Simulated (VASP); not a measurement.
Data:

```xyz
2
Lattice="0.0000 2.0277 2.0277 2.0277 0.0000 2.0277 2.0277 2.0277 0.0000" Properties=species:S:1:pos:R:3 pbc="T T T"
Li     0.0000     0.0000     0.0000
F      2.0277     2.0277     2.0277
```

Method: PBE GGA, VASP's PBE PAW potentials (set 64) (plane waves; VASP 6.6.1). Run with 650 eV cut-off, 10×10×10 Γ-centred mesh, Gaussian smearing of 0.050 eV, potentials Li_sv F.

Problem. Give the elastic stiffness tensor with the ions relaxed (GPa, in the frame of the cell).

Solution. 
```
      xx    yy    zz    yz    xz    xy
--  ----  ----  ----  ----  ----  ----
xx   115  45.5  45.5   0.0   0.0   0.0
yy  45.5   115  45.5   0.0   0.0   0.0
zz  45.5  45.5   115   0.0   0.0   0.0
yz   0.0   0.0   0.0  61.4   0.0   0.0
xz   0.0   0.0   0.0   0.0  61.4   0.0
xy   0.0   0.0   0.0   0.0   0.0  61.4
```

Problem. Predict the Hill bulk modulus, Hill shear modulus, Young's modulus, Poisson's ratio.

Solution. 
- Hill bulk modulus = 68.7 GPa
- Hill shear modulus = 48.9 GPa
- Young's modulus = 119 GPa
- Poisson's ratio = 0.212

The compound is LiF in the rock salt structure. It was relaxed first.
